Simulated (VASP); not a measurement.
Method: revPBE GGA, VASP's PBE PAW potentials (set 64) (plane waves; VASP).

VASP input:

POSCAR:
```
CsSnI3
1
    6.4812320194     0.0000000000     0.0000000000
    0.0000000000     6.4812320194     0.0000000000
    0.0000000000     0.0000000000     6.4812320194
Cs Sn I
1 1 3
Direct
  0.0000000000   0.0000000000   0.0000000000
  0.5000000000   0.5000000000   0.5000000000
  0.5000000000   0.0000000000   0.5000000000
  0.0000000000   0.5000000000   0.5000000000
  0.5000000000   0.5000000000   0.0000000000
```

KPOINTS:
```
Automatic mesh
0
Gamma
4 4 4
0 0 0
```

INCAR:
```
LASPH=.TRUE.
LREAL=.FALSE.   ! projection in real space or not
LWAVE=.FALSE.
SIGMA=0.05   ! width (eV)
ENCUT=520
SYSTEM=CsSnI3
PREC=Accurate
LMAXMIX=4   ! l cut-off of mixed one-centre charges
ALGO=Normal   ! blocked Davidson
NELM=100
EDIFF=1E-7
ISIF=2   ! forces and stress, cell fixed
GGA=RE
LCHARG=.FALSE.
ISMEAR=0   ! Gaussian
```

POTCAR, in this order: Cs_sv Sn_d I (PBE.64 set). Program: vasp_std.

Output

**OSZICAR**
```
       N       E                     dE             d eps       ncg     rms          rms(c)
DAV:   1     0.350929365634E+03    0.35093E+03   -0.17955E+04   520   0.150E+03
DAV:   2     0.303724626056E+02   -0.32056E+03   -0.31418E+03   644   0.295E+02
DAV:   3    -0.117045851133E+02   -0.42077E+02   -0.41200E+02   640   0.119E+02
DAV:   4    -0.133538089125E+02   -0.16492E+01   -0.16470E+01   656   0.278E+01
DAV:   5    -0.134017127691E+02   -0.47904E-01   -0.47897E-01   798   0.455E+00    0.360E+00
DAV:   6    -0.129845653245E+02    0.41715E+00   -0.69230E-01   622   0.426E+00    0.245E+00
DAV:   7    -0.129510441189E+02    0.33521E-01   -0.43030E-01   616   0.272E+00    0.118E+00
DAV:   8    -0.129676452153E+02   -0.16601E-01   -0.65505E-02   570   0.184E+00    0.311E-01
DAV:   9    -0.129679131290E+02   -0.26791E-03   -0.60723E-03   598   0.569E-01    0.156E-01
DAV:  10    -0.129686506568E+02   -0.73753E-03   -0.18249E-03   606   0.257E-01    0.921E-02
DAV:  11    -0.129689409644E+02   -0.29031E-03   -0.93526E-04   556   0.214E-01    0.215E-02
DAV:  12    -0.129689566752E+02   -0.15711E-04   -0.10188E-04   648   0.767E-02    0.297E-02
DAV:  13    -0.129689577817E+02   -0.11065E-05   -0.81147E-06   574   0.186E-02    0.122E-02
DAV:  14    -0.129689574654E+02    0.31630E-06   -0.32554E-06   624   0.138E-02    0.264E-03
DAV:  15    -0.129689575394E+02   -0.74011E-07   -0.49032E-07   522   0.500E-03
   1 F= -.12968958E+02 E0= -.12968958E+02  d E =-.912715E-11
```

OUTCAR:
```
------------------------ aborting loop because EDIFF is reached ----------------------------------------
  FORCE on cell =-STRESS in cart. coord.  units (eV):
  Direction    XX          YY          ZZ          XY          YZ          ZX
  --------------------------------------------------------------------------------------
  Total       -0.6310947     -0.6310947     -0.6310947      0.0000000     -0.0000000     -0.0000000
  in kB       -3.7139188     -3.7139188     -3.7139188      0.0000000     -0.0000000     -0.0000000
  external PRESSURE =      -3.7139188 kB  Pullay stress =       0.0000000 kB
  volume of cell :      272.25
      direct lattice vectors                 reciprocal lattice vectors
     6.481232019  0.000000000  0.000000000     0.154291653  0.000000000  0.000000000
     0.000000000  6.481232019  0.000000000     0.000000000  0.154291653  0.000000000
     0.000000000  0.000000000  6.481232019     0.000000000  0.000000000  0.154291653
 POSITION                                       TOTAL-FORCE (eV/Angst)
 -----------------------------------------------------------------------------------
      0.00000      0.00000      0.00000         0.000000      0.000000      0.000000
      3.24062      3.24062      3.24062         0.000000      0.000000      0.000000
      3.24062      0.00000      3.24062         0.000000      0.000000      0.000000
      0.00000      3.24062      3.24062         0.000000      0.000000      0.000000
      3.24062      3.24062      0.00000         0.000000      0.000000      0.000000
 -----------------------------------------------------------------------------------
    total drift:                                0.000000     -0.000000     -0.000000
  FREE ENERGIE OF THE ION-ELECTRON SYSTEM (eV)
  ---------------------------------------------------
  free  energy   TOTEN  =       -12.9689575394 eV

  energy  without entropy=      -12.9689575394  energy(sigma->0) =      -12.96895754
```
(Selected blocks of OUTCAR.)

The compound is CsSnI3 in the cubic perovskite structure, the ideal cubic form; the compound distorts at low or room temperature. This cell is one point of a volume scan, at 1.06 of the reference volume.
